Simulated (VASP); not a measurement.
Input:

```
CELL_PARAMETERS angstrom
      2.70804     0.00000     0.00000
      0.00000     2.70804     0.00000
      0.00000     0.00000     3.73816
ATOMIC_POSITIONS crystal
  Fe 0.00000 0.00000 0.00000
  Pt 0.50000 0.50000 0.50000
```
Starting moments (μB, in the order of the record's atoms Fe Pt): 2.9 0.3.

These are optB86b-vdW, VASP's PBE PAW potentials (set 64) (plane waves; VASP) values and carry that method's errors. Run with 520 eV cut-off, 15×15×11 Γ-centred mesh, tetrahedra with Blöchl corrections, potentials Fe Pt.

Unless said otherwise, spin-orbit coupling is left out, though it shifts the bands of the heavy elements here.

Problem. Estimate the cell moment, energy per atom (σ→0), band gap (on the k-mesh) with the smallest direct gap where there is one.

Solution. 
```yaml
band gap (on the k-mesh): none (metal, semimetal or under 0.01 eV)
cell_moment: 3.19 μB
energy per atom (σ→0): -5.089 eV/atom
```

Problem. Give the moment on each site (PAW-sphere projection).

Solution. 
| site | moment (μB) |
|---|---|
| Fe1 | 2.85 |
| Pt2 | 0.32 |

Total energies compare only between runs with the same potentials, cut-off and functional.

The compound is FePt in the L1_0 structure. It was relaxed first.
